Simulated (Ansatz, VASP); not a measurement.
# Pd29Rh3 (Pd0.92Rh0.08, fcc substitutional solid solution): VASP beside Ansatz

One calculation is typed for both programs; each brings its own data sets. How far apart do they land? The cell is invented: As first built, before any earlier steps moved the atoms (in the runner's words): 2x2x2 conventional cells of the Pd type (32 atoms: 3 Rh, 29 Pd); Pd/Rh share their sites, the best of 600 random draws by like-pair counts in two shells; start lattice by linear mixing of the end members' cells; atoms moved at random by 0.02 A. It may not be a known or stable phase. The structure shown is the start of the Ansatz relaxation below; VASP solves that cell, so the two are compared at the walk's first step.

Program: Ansatz 0.2.0. Level of theory: plane waves, with VASP 6.6.1 beside it; single point at LDA. Results are calculated unless marked as measured.

## (1) The starting structure

The cell holds 32 atoms: 3 Rh and 29 Pd. Cell: a = 7.770 Å, b = 7.770 Å, c = 7.770 Å, α = 90.0°, β = 90.0°, γ = 90.0°. It derives from Pd (Pd type, space group 225), repeated 2×2×2. As first built, before any earlier steps moved the atoms (in the runner's words): 2x2x2 conventional cells of the Pd type (32 atoms: 3 Rh, 29 Pd); Pd/Rh share their sites, the best of 600 random draws by like-pair counts in two shells; start lattice by linear mixing of the end members' cells; atoms moved at random by 0.02 A.

## (2) Ansatz: relaxation, LDA

Ansatz runs on its default PAW (the set named soft_2) files.

The two programs are compared at the cell with which this relaxation starts, whose forces are those of its first step.

Contents of input.yaml:

```yaml
crystal:
  lattice:
    - [7.77043, 0.0, 0.0]
    - [0.0, 7.77043, 0.0]
    - [0.0, 0.0, 7.77043]
  atoms:
    - { symbol: Rh, position: [0.0029, 0.49996, 0.99681] }
    - { symbol: Rh, position: [0.2504, 0.49816, 0.25082] }
    - { symbol: Rh, position: [0.75025, 0.24676, 0.00199] }
    - { symbol: Pd, position: [0.0016, 0.00243, 0.00027] }
    - { symbol: Pd, position: [0.9988, 0.25298, 0.25015] }
    - { symbol: Pd, position: [0.25201, 0.99986, 0.24726] }
    - { symbol: Pd, position: [0.24896, 0.24665, 0.99764] }
    - { symbol: Pd, position: [0.99889, 0.99841, 0.50581] }
    - { symbol: Pd, position: [0.99762, 0.24897, 0.75104] }
    - { symbol: Pd, position: [0.25526, 0.00017, 0.75149] }
    - { symbol: Pd, position: [0.24941, 0.24766, 0.49837] }
    - { symbol: Pd, position: [0.00233, 0.74972, 0.25008] }
    - { symbol: Pd, position: [0.24992, 0.75323, 0.00408] }
    - { symbol: Pd, position: [0.00012, 0.49873, 0.49901] }
    - { symbol: Pd, position: [0.99625, 0.74926, 0.75152] }
    - { symbol: Pd, position: [0.25144, 0.49852, 0.74996] }
    - { symbol: Pd, position: [0.24897, 0.7501, 0.50257] }
    - { symbol: Pd, position: [0.50068, 0.99811, 0.99898] }
    - { symbol: Pd, position: [0.49824, 0.2503, 0.24915] }
    - { symbol: Pd, position: [0.74659, 0.99848, 0.25178] }
    - { symbol: Pd, position: [0.49712, 0.99739, 0.50072] }
    - { symbol: Pd, position: [0.5052, 0.25078, 0.74785] }
    - { symbol: Pd, position: [0.74917, 0.00122, 0.7538] }
    - { symbol: Pd, position: [0.75387, 0.24738, 0.49872] }
    - { symbol: Pd, position: [0.49939, 0.50001, 0.00159] }
    - { symbol: Pd, position: [0.50087, 0.74971, 0.25384] }
    - { symbol: Pd, position: [0.75021, 0.49628, 0.25003] }
    - { symbol: Pd, position: [0.74881, 0.74952, 0.00473] }
    - { symbol: Pd, position: [0.50128, 0.49668, 0.50038] }
    - { symbol: Pd, position: [0.50119, 0.7489, 0.75222] }
    - { symbol: Pd, position: [0.74877, 0.50176, 0.74853] }
    - { symbol: Pd, position: [0.74794, 0.75218, 0.49621] }
kpoints:
  mp_grid: { grid: [3, 3, 3] }
hamiltonian:
  xc: lda
scf:
  occupations: { method: methfessel_paxton, width: 0.15 }
output:
  forces: true
  stress: true
relax:
  f_tol: 0.02
  max_steps: 45
  cell: { stress_tol: 0.1 }
```

On the command line:

```
> ansatz run input.yaml --threads 4 --pin off --max-ram 15360MiB --backend cpu --events-out ev --progress --plain --runs-dir out
```

Numbers of over 12 decimals in the logs are rounded to 6 here.

The log of the run:

```text
The last accepted step is kept in <dir> (removed where the run ends without a failure and the disk answers)
Engine: ansatz 0.2.0, aarch64-unknown-linux-gnu
Pseudopotentials: kind: paw
Pseudopotential: Rh, paw, valence charge 17, recommended cutoff 420 eV (normal), Rh.paw.azcp
Pseudopotential: Pd, paw, valence charge 18, recommended cutoff 420 eV (normal), Pd.paw.azcp
Functional definition: SPW92
  exchange = slater_x
  correlation = pw_c
Crystal: 32 atoms, lattice volume = 469.175 Å³
Basis set: ecut = 420 eV, 9093 PW (Γ)
Bands: 344, of which v1, the nominal top of the filled ones, is band 287 counted from 1 (286 counted from 0)
Symmetry: 1 space group operations
Space group: P1 (ITA 1), of the structure as read, at distance tolerance 7.8e-5 Å
k-points: 14 of 27 (time reversal used)
Non-local potential: Rh, projectors of the file, l = 0: 3, l = 1: 2, l = 2: 2, l = 3: 1
Non-local potential: Pd, projectors of the file, l = 0: 2, l = 1: 2, l = 2: 2, l = 3: 1
PAW form: soft (Blöchl's): semilocal exchange-correlation on the pseudo side does not see the compensation charge
PAW frozen core: Rh, regenerated for the run's functional, and the local potential with it (the file was generated under x = pbe(κ = 0.804, μ = 0.219515), c = pbe(β = 0.066725))
PAW frozen core: Pd, regenerated for the run's functional, and the local potential with it (the file was generated under x = pbe(κ = 0.804, μ = 0.219515), c = pbe(β = 0.066725))
PAW one-centre angular grid: Rh, 590 points (default); XC on 64 Gauss nodes
PAW one-centre angular grid: Pd, 590 points (default); XC on 64 Gauss nodes
Initial density: superposition of atomic densities (neutral atoms: chi_scale 0, normalization atom), corrected by the library's trained network
Initial wavefunctions: pseudopotential atomic-orbital guess
Functional: x = slater, c = lda
SCF iter   1: F=—  HF=-217327.726647 eV  |F-HF|=—  |Δ(HF+E_count)|=         —  Δρ=1.55e-2  dr2=1.53e0  ethr=1.77e-3  ⟨swp⟩=5.0  Hψ=16399  notcnv=0  defer=244
preconditioner: auto → Kerker (q_TF=auto, 2.821 Å⁻¹)  [metal: Δε(μ)=0.002 eV  Ē_g=8.270 eV  σ=0.150 eV  W_gap=0.01  n_scr=178 (ndim 8)  ℏωp=30.5 eV  f_vac=0.000  D(μ)=84.46/eV (n_scr^D=1418)]
SCF iter   2: F=—  HF=-217327.562395 eV  |F-HF|=—  |Δ(HF+E_count)|=   1.64e-1  S|Δr|=    0.00e0  Δρ=6.69e-3  dr2=3.65e-1  ethr=2.67e-4  ⟨swp⟩=1.0  Hψ=5544  notcnv=0  defer=258
SCF iter   3: F=—  HF=-217327.521249 eV  |F-HF|=—  |Δ(HF+E_count)|=   4.11e-2  S|Δr|=    0.00e0  Δρ=1.08e-3  dr2=2.26e-2  ethr=6.36e-5  ⟨swp⟩=1.9  Hψ=4894  notcnv=0  defer=258
SCF iter   4: F=—  HF=-217327.519305 eV  |F-HF|=—  |Δ(HF+E_count)|=   1.94e-3  S|Δr|=    0.00e0  Δρ=3.17e-4  dr2=3.28e-3  ethr=3.94e-6  ⟨swp⟩=1.2  Hψ=4369  notcnv=0  defer=258
SCF iter   5: F=—  HF=-217327.519056 eV  |F-HF|=—  |Δ(HF+E_count)|=   2.48e-4  S|Δr|=    0.00e0  Δρ=1.20e-4  dr2=2.41e-4  ethr=5.72e-7  ⟨swp⟩=1.2  Hψ=4337  notcnv=0  defer=258
SCF iter   6: F=—  HF=-217327.519048 eV  |F-HF|=—  |Δ(HF+E_count)|=   8.03e-6  S|Δr|=    0.00e0  Δρ=3.98e-5  dr2=9.51e-6  ethr=4.20e-8  ⟨swp⟩=2.1  Hψ=5255  notcnv=0  defer=258
SCF iter   7: F=—  HF=-217327.520325 eV  |F-HF|=—  |Δ(HF+E_count)|=   1.28e-3  S|Δr|=    0.00e0  Δρ=1.83e-5  dr2=1.69e-6  ethr=1.66e-9  ⟨swp⟩=2.4  Hψ=7491  notcnv=0  defer=258
SCF iter   8: F=—  HF=-217327.520325 eV  |F-HF|=—  |Δ(HF+E_count)|=   1.67e-7  S|Δr|=    0.00e0  Δρ=4.87e-6  dr2=1.88e-7  ethr=2.95e-10  ⟨swp⟩=1.6  Hψ=5145  notcnv=0  defer=258
SCF iter   9: F=-217327.520325 eV  HF=-217327.520325 eV  |F-HF|=3.99e-9  |Δ(HF+E_count)|=   1.47e-8  S|Δr|=    0.00e0  Δρ=1.13e-6  dr2=5.89e-9  ethr=1.75e-11  ⟨swp⟩=3.0  Hψ=11680  notcnv=0
SCF 1 converged in 9 iterations: F = -217327.520325 eV  dr2 = 5.89e-9
  greatest PAW one-centre occupation: 1.000 electrons in one spin orbital (limit 2), on the Rh atom at site 0 (counted from 0), in its partial waves of l = 0
relax step   1: F+E_penalty+E_count = -217327.52032457 eV  Δ(F+E_penalty+E_count) = +0.000e0 eV  max|allowed force component| = 5.337e-1 eV/Å  Δτ_max = 0.0000 Å  P = -8.831 GPa  Ω = 469.175 Å³  (9 SCF iters, dr2 threshold 1.00e-7 eV, accepted)
[...]
relax step   4: F+E_penalty+E_count = -217328.27265540 eV  Δ(F+E_penalty+E_count) = -2.088e-2 eV  max|allowed force component| = 6.173e-3 eV/Å  Δτ_max = 0.0178 Å  P = -0.022 GPa  Ω = 449.833 Å³  energy of the carried Pulay correction = +4.221e-3 eV  (5 SCF iters, dr2 threshold 2.44e-6 eV, accepted)
[...]
relax step   5: F+E_penalty+E_count = -217328.26834871 eV  Δ(F+E_penalty+E_count) = +4.307e-3 eV  max|allowed force component| = 6.163e-3 eV/Å  Δτ_max = 0.0000 Å  P = -0.016 GPa  Ω = 449.833 Å³  stress off target by 2.77e-2 GPa  SCF on the basis re-selected at this cell (its energy is not comparable with the rows above)  (6 SCF iters)
basis re-selected at this cell: Δ(F+E_penalty+E_count) = +4.307e-3 eV, ΔP = +0.005 GPa vs the last step (what re-selecting the basis moved, of the pressure what is left beyond the Pulay correction that the steps carried, after the strain that the cell walked since its last selection, with what the two solves' SCF thresholds leave and, on support functions, any second-order correction that the steps lacked; it is no m [...]
SCF converged after 6 iterations
Stability not checked: this state was not tested for a lower state beside it, because cold or Methfessel-Paxton smearing, or corrected tetrahedra, fill the levels in a way that the test cannot read (fill_not_monotonic; see scf.lower_state_search)
Free energy (F): -217328.268349 eV
Harris-Foulkes:  -217328.268349 eV  (|F-HF|=5.82e-11)
Internal energy: -217328.134233 eV  (E = F + TS)
E sigma→0 (E₀):  -217328.234820 eV
Entropy (-TS):   -0.134116 eV (-4.191 meV/atom)
Fermi energy:    20.861596 eV
--- Per-component energies (eV) ---
  E_band       = -3833.421937
  E_kinetic    = 16638.799094
  E_local      = -53659.225712  (includes V_loc(G=0)·N_el)
  E_nonlocal   = 7539.757990
  E_hartree    = 21537.279993
  E_xc         = -5541.481750
  E_vxc        = -6985.186832  (∫ρ·V_xc dr)
  E_paw        = -115449.166406  (= ΣΔE_a)
  E_vpaw       = -10442.134309  (= ΣTr[D̂ρ^β])
  E_aug_tail   = 0.008599  (compensation charges beyond the density's cutoff)
  E_ewald      = -88415.714767
  E_core_change = 21.608726  (= ΣΔE_core)
  E_smearing   = -0.134116  (= −TS)
  E_closure    = -0.000000  (closes the sum)
  Σ components = -217328.268349   (vs F -217328.268349, Δ=0.00e0)
--- Forces (eV/Å), atoms counted from 1 ---
  atom   1  Rh    -0.00263401    -0.00482353     0.00186498
  atom   2  Rh    -0.00101357    -0.00298837    -0.00075762
  atom   3  Rh     0.00063557     0.00215466     0.00210086
  atom   4  Pd     0.00130032     0.00020142     0.00371993
  atom   5  Pd    -0.00277977     0.00512904    -0.00024364
  atom   6  Pd    -0.00289208     0.00346112     0.00073627
  atom   7  Pd    -0.00191317     0.00390262     0.00067102
  atom   8  Pd     0.00133012    -0.00053344    -0.00020510
  atom   9  Pd    -0.00187991    -0.00221432     0.00015104
  atom  10  Pd    -0.00170611     0.00218206    -0.00066053
  atom  11  Pd     0.00252544     0.00261831    -0.00246573
  atom  12  Pd    -0.00032762     0.00099975     0.00280282
  atom  13  Pd     0.00368010    -0.00221351     0.00032129
  atom  14  Pd    -0.00140493    -0.00068451    -0.00115053
  atom  15  Pd     0.00140262    -0.00457165     0.00145891
  atom  16  Pd    -0.00265057     0.00335755     0.00252019
  atom  17  Pd    -0.00055377    -0.00365892    -0.00284280
  atom  18  Pd    -0.00032474    -0.00051017    -0.00011756
  atom  19  Pd     0.00125270     0.00099006    -0.00161743
  atom  20  Pd    -0.00046465    -0.00214888    -0.00048790
  atom  21  Pd     0.00141934     0.00233774     0.00162279
  atom  22  Pd    -0.00030088    -0.00069526     0.00248703
  atom  23  Pd     0.00284532     0.00470830    -0.00059997
  atom  24  Pd     0.00093481     0.00049002    -0.00380298
  atom  25  Pd     0.00074339     0.00027466    -0.00021861
  atom  26  Pd     0.00089941    -0.00151884    -0.00037572
  atom  27  Pd     0.00374670     0.00023169    -0.00616273
  atom  28  Pd     0.00098288    -0.00532365    -0.00162820
  atom  29  Pd     0.00036117     0.00030125     0.00487174
  atom  30  Pd    -0.00080407     0.00163914    -0.00230040
  atom  31  Pd    -0.00290861    -0.00223604    -0.00105514
  atom  32  Pd     0.00049849    -0.00085978     0.00136734
  max |Σ_I F_I| component: 3.63e-6 eV/Å
--- Stress (GPa, compression-positive) ---
       -0.005062      -0.002508       0.006242
       -0.002508      -0.021299       0.003489
        0.006242       0.003489      -0.023091
  P = ⅓ Tr σ = -0.0165 GPa (-0.165 kbar)
--- Relaxed structure (4 steps of the walk, 3 accepted, 1 SCFs on fresh bases) ---
  F+E_penalty+E_count = -217328.26834871 eV   max|allowed force component| = 6.163e-3 eV/Å   (the final SCF, on the basis selected at the relaxed cell)
  cell:  # Å, volume = 449.8330 Å³
    - [7.670373, -0.000677654, -0.00109485]
    - [-0.000677654, 7.657845, -0.0013971]
    - [-0.00109485, -0.0013971, 7.658228]
  atoms:
    - { symbol: Rh, position: [0.000180746, 0.496510, 1.003472] }
    - { symbol: Rh, position: [0.247042, 0.499356, 0.247169] }
    - { symbol: Rh, position: [0.753238, 0.252765, 0.000573301] }
    - { symbol: Pd, position: [-0.000626542, 0.000466938, 0.00062283] }
    - { symbol: Pd, position: [1.000199, 0.251069, 0.248792] }
    - { symbol: Pd, position: [0.250243, 0.999408, 0.250022] }
    - { symbol: Pd, position: [0.249367, 0.251046, 1.001660] }
    - { symbol: Pd, position: [1.000104, 0.999362, 0.500582] }
    - { symbol: Pd, position: [0.999220, 0.251032, 0.752801] }
    - { symbol: Pd, position: [0.250242, -0.000681803, 0.750861] }
    - { symbol: Pd, position: [0.250003, 0.250955, 0.498966] }
    - { symbol: Pd, position: [0.00107385, 0.747141, 0.248897] }
    - { symbol: Pd, position: [0.248719, 0.746793, 0.00145601] }
    - { symbol: Pd, position: [0.000911264, 0.499251, 0.499486] }
    - { symbol: Pd, position: [1.000106, 0.747611, 0.752352] }
    - { symbol: Pd, position: [0.249134, 0.499062, 0.752115] }
    - { symbol: Pd, position: [0.249884, 0.747441, 0.498936] }
    - { symbol: Pd, position: [0.501665, 1.000901, 1.000665] }
    - { symbol: Pd, position: [0.500097, 0.251015, 0.248929] }
    - { symbol: Pd, position: [0.750243, 1.001074, 0.248911] }
    - { symbol: Pd, position: [0.500124, 0.999543, 0.500321] }
    - { symbol: Pd, position: [0.501644, 0.249934, 0.752064] }
    - { symbol: Pd, position: [0.750319, 0.000975959, 0.752534] }
    - { symbol: Pd, position: [0.750057, 0.249879, 0.500530] }
    - { symbol: Pd, position: [0.500140, 0.498510, 0.00143233] }
    - { symbol: Pd, position: [0.498638, 0.747836, 0.250011] }
    - { symbol: Pd, position: [0.750930, 0.498201, 0.248903] }
    - { symbol: Pd, position: [0.751173, 0.747835, 0.000906] }
    - { symbol: Pd, position: [0.498597, 0.499261, 0.498969] }
    - { symbol: Pd, position: [0.500161, 0.749137, 0.750762] }
    - { symbol: Pd, position: [0.751558, 0.498501, 0.753183] }
    - { symbol: Pd, position: [0.750072, 0.749082, 0.500517] }
```

(Continued in part 2 of 2.)

[Lines on the potential files, build, host, timing and source positions are cut from VASP's logs without a mark.]

[Logs are printed without paths, hosts, clocks, repeated set-up lines and the standing remarks that a program may print on its own settings, such as how far it seeks lower states.]

[Hosts, paths, dates, database ids (printed as entryN), source tags and the programs' standing remarks are cut or masked in the printed files.]
